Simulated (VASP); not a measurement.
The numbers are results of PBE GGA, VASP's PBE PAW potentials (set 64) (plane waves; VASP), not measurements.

Input for VASP

### POSCAR
```
Ni3Si
7.1116440
  0.4968221131   0.0000000000   0.0000000000
  0.0000000000   0.4846423696   0.0000000000
  0.0000000000   0.0000000000   0.5000000000
Si Ni
1 3
Cart
  0.0000000000   0.0000000000   0.0000000000
  0.0000000000   0.2423211848   0.2500000000
  0.2484110566   0.0000000000   0.2500000000
  0.2513418102   0.2423211848   0.0000000000
```

INCAR:
```
ALGO=Normal
AMIX=0.05
BMIX=3.0
EDIFF=1E-6
ENCUT=400
GGA=PE
IMIX=1
ISIF=2
ISMEAR=1
LASPH=T
LCHARG=F
LMAXMIX=4
LREAL=F
LWAVE=F
NELM=100
PREC=Accurate
SIGMA=0.1
SYSTEM=Ni3Si
```

**KPOINTS**
```
Automatic mesh
0
Gamma
8 8 8
0 0 0
```

POTCAR, in this order: Si Ni (PBE.64 set). Program: vasp_std.

The run wrote:

### OSZICAR
```
...
DAV:  12    -0.242811329039E+02    0.12972E+00   -0.43769E-02  6329   0.321E+00    0.863E+00
DAV:  13    -0.241846870646E+02    0.96446E-01   -0.29675E-02  6338   0.264E+00    0.794E+00
DAV:  14    -0.241115377103E+02    0.73149E-01   -0.20211E-02  6327   0.218E+00    0.734E+00
DAV:  15    -0.240548211717E+02    0.56717E-01   -0.13753E-02  6359   0.180E+00    0.683E+00
DAV:  16    -0.240098107769E+02    0.45010E-01   -0.94060E-03  6332   0.148E+00    0.638E+00
DAV:  17    -0.239732474154E+02    0.36563E-01   -0.64324E-03  6346   0.122E+00    0.597E+00
DAV:  18    -0.239428765911E+02    0.30371E-01   -0.44262E-03  6376   0.101E+00    0.561E+00
DAV:  19    -0.239171309197E+02    0.25746E-01   -0.30478E-03  6363   0.835E-01    0.528E+00
DAV:  20    -0.238949137547E+02    0.22217E-01   -0.21176E-03  6501   0.691E-01    0.498E+00
DAV:  21    -0.238754513428E+02    0.19462E-01   -0.14744E-03  6489   0.572E-01    0.470E+00
DAV:  22    -0.238581912994E+02    0.17260E-01   -0.10390E-03  6552   0.475E-01    0.444E+00
DAV:  23    -0.238427338613E+02    0.15457E-01   -0.74000E-04  6680   0.395E-01    0.420E+00
DAV:  24    -0.238287843532E+02    0.13950E-01   -0.53366E-04  6633   0.329E-01    0.398E+00
DAV:  25    -0.238161217455E+02    0.12663E-01   -0.39130E-04  6715   0.275E-01    0.377E+00
DAV:  26    -0.238045759885E+02    0.11546E-01   -0.29119E-04  6693   0.231E-01    0.357E+00
DAV:  27    -0.237940133528E+02    0.10563E-01   -0.22273E-04  6736   0.195E-01    0.339E+00
DAV:  28    -0.237843260466E+02    0.96873E-02   -0.17328E-04  6708   0.166E-01    0.321E+00
DAV:  29    -0.237754251910E+02    0.89009E-02   -0.13907E-04  6879   0.143E-01    0.305E+00
DAV:  30    -0.237672357959E+02    0.81894E-02   -0.11346E-04  6839   0.124E-01    0.289E+00
DAV:  31    -0.237596935553E+02    0.75422E-02   -0.95115E-05  6864   0.109E-01    0.274E+00
DAV:  32    -0.237527423279E+02    0.69512E-02   -0.81478E-05  6859   0.970E-02    0.260E+00
DAV:  33    -0.237463324537E+02    0.64099E-02   -0.70738E-05  6832   0.875E-02    0.247E+00
DAV:  34    -0.237404195479E+02    0.59129E-02   -0.62857E-05  6830   0.801E-02    0.235E+00
DAV:  35    -0.237349635581E+02    0.54560E-02   -0.56046E-05  6772   0.744E-02    0.223E+00
DAV:  36    -0.237299281924E+02    0.50354E-02   -0.51069E-05  6740   0.696E-02    0.212E+00
DAV:  37    -0.237252804034E+02    0.46478E-02   -0.46560E-05  6592   0.656E-02    0.201E+00
DAV:  38    -0.237209899380E+02    0.42905E-02   -0.42814E-05  6537   0.622E-02    0.191E+00
DAV:  39    -0.237170290525E+02    0.39609E-02   -0.39497E-05  6445   0.593E-02    0.181E+00
DAV:  40    -0.237133722346E+02    0.36568E-02   -0.36508E-05  6289   0.566E-02    0.172E+00
DAV:  41    -0.237099960361E+02    0.33762E-02   -0.34092E-05  6291   0.541E-02    0.164E+00
DAV:  42    -0.237068788384E+02    0.31172E-02   -0.31658E-05  6288   0.519E-02    0.156E+00
DAV:  43    -0.237040006896E+02    0.28781E-02   -0.29462E-05  6246   0.498E-02    0.148E+00
DAV:  44    -0.237013432120E+02    0.26575E-02   -0.27573E-05  6189   0.478E-02    0.141E+00
DAV:  45    -0.236988894300E+02    0.24538E-02   -0.25819E-05  6205   0.459E-02    0.134E+00
DAV:  46    -0.236966236664E+02    0.22658E-02   -0.24066E-05  6131   0.441E-02    0.127E+00
DAV:  47    -0.236945314645E+02    0.20922E-02   -0.22620E-05  6109   0.425E-02    0.121E+00
DAV:  48    -0.236925994630E+02    0.19320E-02   -0.21100E-05  6087   0.409E-02    0.115E+00
DAV:  49    -0.236908153430E+02    0.17841E-02   -0.19839E-05  6040   0.394E-02    0.110E+00
DAV:  50    -0.236891677066E+02    0.16476E-02   -0.18509E-05  6047   0.379E-02    0.104E+00
DAV:  51    -0.236876460459E+02    0.15217E-02   -0.17351E-05  5977   0.365E-02    0.994E-01
DAV:  52    -0.236862406639E+02    0.14054E-02   -0.16292E-05  6009   0.352E-02    0.946E-01
DAV:  53    -0.236849425953E+02    0.12981E-02   -0.15243E-05  6012   0.339E-02    0.901E-01
DAV:  54    -0.236837435717E+02    0.11990E-02   -0.14318E-05  5986   0.326E-02    0.858E-01
DAV:  55    -0.236826359535E+02    0.11076E-02   -0.13385E-05  5984   0.314E-02    0.818E-01
DAV:  56    -0.236816127022E+02    0.10233E-02   -0.12581E-05  5972   0.303E-02    0.779E-01
DAV:  57    -0.236806673088E+02    0.94539E-03   -0.11783E-05  5973   0.292E-02    0.743E-01
DAV:  58    -0.236797937712E+02    0.87354E-03   -0.11053E-05  5960   0.281E-02    0.708E-01
DAV:  59    -0.236789865517E+02    0.80722E-03   -0.10386E-05  5900   0.271E-02    0.675E-01
DAV:  60    -0.236782405401E+02    0.74601E-03   -0.97253E-06  5848   0.261E-02    0.644E-01
DAV:  61    -0.236775510204E+02    0.68952E-03   -0.91490E-06  5894   0.251E-02    0.614E-01
DAV:  62    -0.236769136391E+02    0.63738E-03   -0.85483E-06  5832   0.242E-02    0.586E-01
DAV:  63    -0.236763243835E+02    0.58926E-03   -0.80637E-06  5817   0.233E-02    0.560E-01
DAV:  64    -0.236757795530E+02    0.54483E-03   -0.75383E-06  5792   0.225E-02    0.534E-01
DAV:  65    -0.236752757249E+02    0.50383E-03   -0.70816E-06  5766   0.217E-02    0.510E-01
DAV:  66    -0.236748097515E+02    0.46597E-03   -0.66482E-06  5748   0.209E-02    0.488E-01
DAV:  67    -0.236743787218E+02    0.43103E-03   -0.62322E-06  5619   0.201E-02    0.466E-01
DAV:  68    -0.236739799544E+02    0.39877E-03   -0.58645E-06  5588   0.194E-02    0.446E-01
DAV:  69    -0.236736109768E+02    0.36898E-03   -0.55063E-06  5400   0.187E-02    0.426E-01
DAV:  70    -0.236732695030E+02    0.34147E-03   -0.51771E-06  5397   0.180E-02    0.408E-01
DAV:  71    -0.236729534334E+02    0.31607E-03   -0.48560E-06  5256   0.173E-02    0.390E-01
DAV:  72    -0.236726608235E+02    0.29261E-03   -0.45678E-06  5156   0.166E-02    0.373E-01
DAV:  73    -0.236723898805E+02    0.27094E-03   -0.42875E-06  5045   0.160E-02    0.357E-01
DAV:  74    -0.236721389517E+02    0.25093E-03   -0.40486E-06  5014   0.154E-02    0.342E-01
DAV:  75    -0.236719065165E+02    0.23244E-03   -0.37973E-06  4850   0.149E-02    0.328E-01
DAV:  76    -0.236716911644E+02    0.21535E-03   -0.35715E-06  4859   0.143E-02    0.314E-01
DAV:  77    -0.236714915988E+02    0.19957E-03   -0.33598E-06  4748   0.138E-02    0.301E-01
DAV:  78    -0.236713066237E+02    0.18498E-03   -0.31797E-06  4753   0.133E-02    0.289E-01
DAV:  79    -0.236711351352E+02    0.17149E-03   -0.29890E-06  4743   0.129E-02    0.277E-01
DAV:  80    -0.236709761135E+02    0.15902E-03   -0.28122E-06  4606   0.125E-02    0.266E-01
DAV:  81    -0.236708286177E+02    0.14750E-03   -0.26728E-06  4591   0.121E-02    0.256E-01
DAV:  82    -0.236706917819E+02    0.13684E-03   -0.25151E-06  4514   0.116E-02    0.246E-01
DAV:  83    -0.236705648041E+02    0.12698E-03   -0.23879E-06  4495   0.113E-02    0.236E-01
DAV:  84    -0.236704469450E+02    0.11786E-03   -0.22391E-06  4428   0.109E-02    0.227E-01
DAV:  85    -0.236703375245E+02    0.10942E-03   -0.21349E-06  4403   0.106E-02    0.218E-01
DAV:  86    -0.236702359123E+02    0.10161E-03   -0.20045E-06  4321   0.102E-02    0.210E-01
DAV:  87    -0.236701415253E+02    0.94387E-04   -0.19122E-06  4304   0.989E-03    0.202E-01
DAV:  88    -0.236700538278E+02    0.87698E-04   -0.17805E-06  4119   0.958E-03    0.194E-01
DAV:  89    -0.236699723251E+02    0.81503E-04   -0.17552E-06  4157   0.932E-03    0.187E-01
DAV:  90    -0.236698965601E+02    0.75765E-04   -0.16098E-06  4032   0.901E-03    0.180E-01
DAV:  91    -0.236698261085E+02    0.70452E-04   -0.15660E-06  3936   0.875E-03    0.173E-01
DAV:  92    -0.236697605769E+02    0.65532E-04   -0.14624E-06  3794   0.848E-03    0.167E-01
DAV:  93    -0.236696996090E+02    0.60968E-04   -0.14547E-06  3735   0.824E-03    0.161E-01
DAV:  94    -0.236696428711E+02    0.56738E-04   -0.13306E-06  3497   0.798E-03    0.155E-01
DAV:  95    -0.236695900545E+02    0.52817E-04   -0.12970E-06  3460   0.777E-03    0.150E-01
DAV:  96    -0.236695408754E+02    0.49179E-04   -0.11986E-06  3277   0.753E-03    0.144E-01
DAV:  97    -0.236694950721E+02    0.45803E-04   -0.11585E-06  3210   0.736E-03    0.139E-01
DAV:  98    -0.236694523979E+02    0.42674E-04   -0.10798E-06  3041   0.719E-03    0.134E-01
DAV:  99    -0.236694126289E+02    0.39769E-04   -0.10545E-06  3067   0.709E-03    0.130E-01
DAV: 100    -0.236693755544E+02    0.37074E-04   -0.99917E-07  2962   0.696E-03
   1 F= -.23669376E+02 E0= -.23669685E+02  d E =0.927996E-03
```

**OUTCAR**
```
------------------------ aborting loop EDIFF was not reached (unconverged)  ----------------------------
  FORCE on cell =-STRESS in cart. coord.  units (eV):
  Direction    XX          YY          ZZ          XY          YZ          ZX
  --------------------------------------------------------------------------------------
  Total       -0.4292209      0.4762602     -0.7258895      0.0000000      0.0000000      0.0000000
  in kB      -15.8814124     17.6218933    -26.8583160      0.0000000      0.0000000      0.0000000
  external PRESSURE =      -8.3726117 kB  Pullay stress =       0.0000000 kB
  volume of cell :       43.30
      direct lattice vectors                 reciprocal lattice vectors
     3.533222000  0.000000000  0.000000000     0.283027786  0.000000000  0.000000000
     0.000000000  3.446604000  0.000000000     0.000000000  0.290140672  0.000000000
     0.000000000  0.000000000  3.555822000     0.000000000  0.000000000  0.281228925
 POSITION                                       TOTAL-FORCE (eV/Angst)
 -----------------------------------------------------------------------------------
      0.00000      0.00000      0.00000         0.061384      0.000000      0.000000
      0.00000      1.72330      1.77791         0.116533      0.000000      0.000000
      1.76661      0.00000      1.77791        -0.010121      0.000000      0.000000
      1.78745      1.72330      0.00000        -0.167796      0.000000      0.000000
 -----------------------------------------------------------------------------------
    total drift:                               -0.001018     -0.000000      0.000015
  FREE ENERGIE OF THE ION-ELECTRON SYSTEM (eV)
  ---------------------------------------------------
  free  energy   TOTEN  =       -23.6693755544 eV

  energy  without entropy=      -23.6703035500  energy(sigma->0) =      -23.66968489
```
(Selected blocks of OUTCAR.)

**stdout**
```
...
DAV:  81    -0.236708286177E+02    0.14750E-03   -0.26728E-06  4591   0.121E-02    0.256E-01
DAV:  82    -0.236706917819E+02    0.13684E-03   -0.25151E-06  4514   0.116E-02    0.246E-01
DAV:  83    -0.236705648041E+02    0.12698E-03   -0.23879E-06  4495   0.113E-02    0.236E-01
DAV:  84    -0.236704469450E+02    0.11786E-03   -0.22391E-06  4428   0.109E-02    0.227E-01
DAV:  85    -0.236703375245E+02    0.10942E-03   -0.21349E-06  4403   0.106E-02    0.218E-01
DAV:  86    -0.236702359123E+02    0.10161E-03   -0.20045E-06  4321   0.102E-02    0.210E-01
DAV:  87    -0.236701415253E+02    0.94387E-04   -0.19122E-06  4304   0.989E-03    0.202E-01
DAV:  88    -0.236700538278E+02    0.87698E-04   -0.17805E-06  4119   0.958E-03    0.194E-01
DAV:  89    -0.236699723251E+02    0.81503E-04   -0.17552E-06  4157   0.932E-03    0.187E-01
DAV:  90    -0.236698965601E+02    0.75765E-04   -0.16098E-06  4032   0.901E-03    0.180E-01
DAV:  91    -0.236698261085E+02    0.70452E-04   -0.15660E-06  3936   0.875E-03    0.173E-01
DAV:  92    -0.236697605769E+02    0.65532E-04   -0.14624E-06  3794   0.848E-03    0.167E-01
DAV:  93    -0.236696996090E+02    0.60968E-04   -0.14547E-06  3735   0.824E-03    0.161E-01
DAV:  94    -0.236696428711E+02    0.56738E-04   -0.13306E-06  3497   0.798E-03    0.155E-01
DAV:  95    -0.236695900545E+02    0.52817E-04   -0.12970E-06  3460   0.777E-03    0.150E-01
DAV:  96    -0.236695408754E+02    0.49179E-04   -0.11986E-06  3277   0.753E-03    0.144E-01
DAV:  97    -0.236694950721E+02    0.45803E-04   -0.11585E-06  3210   0.736E-03    0.139E-01
DAV:  98    -0.236694523979E+02    0.42674E-04   -0.10798E-06  3041   0.719E-03    0.134E-01
DAV:  99    -0.236694126289E+02    0.39769E-04   -0.10545E-06  3067   0.709E-03    0.130E-01
DAV: 100    -0.236693755544E+02    0.37074E-04   -0.99917E-07  2962   0.696E-03

 -----------------------------------------------------------------------------
|                                                                             |
|           W    W    AA    RRRRR   N    N  II  N    N   GGGG   !!!           |
|           W    W   A  A   R    R  NN   N  II  NN   N  G    G  !!!           |
|           W    W  A    A  R    R  N N  N  II  N N  N  G       !!!           |
|           W WW W  AAAAAA  RRRRR   N  N N  II  N  N N  G  GGG   !            |
|           WW  WW  A    A  R   R   N   NN  II  N   NN  G    G                |
|           W    W  A    A  R    R  N    N  II  N    N   GGGG   !!!           |
|                                                                             |
|     The electronic self-consistency was not achieved in the given           |
|     number of steps (NELM). The forces and other quantities evaluated       |
|     might not be reliable so examine the results carefully. If you find     |
|     spurious results, we suggest increasing NELM, if you were close to      |
|     convergence or switching to a different ALGO or adjusting the           |
|     density mixing parameters otherwise.                                    |
|                                                                             |
 -----------------------------------------------------------------------------

   1 F= -.23669376E+02 E0= -.23669685E+02  d E =0.927996E-03
```

The run did not converge; its last values are not results.

The compound is Ni3Si in the L1_2 structure. The cell was not relaxed at this level, atoms are displaced from their ideal sites. The run is one of a series of settings (AMIX = 0.05, BMIX = 3.0, IMIX = 1 against the base run), some of them coarse on purpose. The run is not spin-polarised, so no magnetic state was tried.
